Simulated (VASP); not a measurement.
Data:

```yaml
crystal:
  lattice:
    - [0.00000, 2.22741, 2.22741]
    - [2.22741, 0.00000, 2.22741]
    - [2.22741, 2.22741, 0.00000]
  atoms:
    - { symbol: Na, position: [0.00000, 0.00000, 0.00000] }
    - { symbol: F, position: [0.50000, 0.50000, 0.50000] }
```

These are SCAN meta-GGA, VASP's PBE PAW potentials (set 64) (plane waves; VASP 6.6.1) values and carry that method's errors. Numerical set-up: 520 eV cut-off, 10×10×10 Γ-centred mesh, Gaussian smearing of 0.050 eV, potentials Na_pv F.

Task: Predict the energy per atom (σ→0), pressure, band gap (on the k-mesh) with the smallest direct gap where there is one.

Result: 
```
Item                                          Value
-----------------------------------  --------------
band gap (on the k-mesh)                    7.78 eV
smallest direct gap (on the k-mesh)         7.78 eV
energy per atom (σ→0)                -6.811 eV/atom
pressure                                   4.71 GPa
```

The absolute energy has meaning only against runs of the same code, potentials and settings.

The compound is NaF in the rock salt structure. This cell is one point of a volume scan, at 0.94 of the reference volume.
